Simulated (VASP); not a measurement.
Data:

```
CELL_PARAMETERS angstrom
      2.02772    -3.51212     0.00000
      2.02772     3.51212     0.00000
      0.00000     0.00000     5.06989
ATOMIC_POSITIONS crystal
  Te 0.33333 0.66667 0.26706
  Te 0.66667 0.33333 0.73294
  Pt 0.00000 0.00000 0.00000
```

Method: PBE GGA with D4 dispersion, VASP's PBE PAW potentials (set 64) (plane waves; VASP). Numerical set-up: 520 eV cut-off, 10×10×7 Γ-centred mesh, tetrahedra with Blöchl corrections, potentials Te Pt.

Unless said otherwise, spin-orbit coupling is left out, though it shifts the bands of the heavy elements here.

Question: Predict the energy per atom (σ→0), band gap (on the k-mesh) with the smallest direct gap where there is one.

Answer: 
```
Property                                                     Value
------------------------  ----------------------------------------
band gap (on the k-mesh)  none (metal, semimetal or under 0.01 eV)
energy per atom (σ→0)                               -5.107 eV/atom
```

Only differences to runs with the same potentials and settings are physical.

The compound is PtTe2 in the 1T layered structure. It was relaxed first.
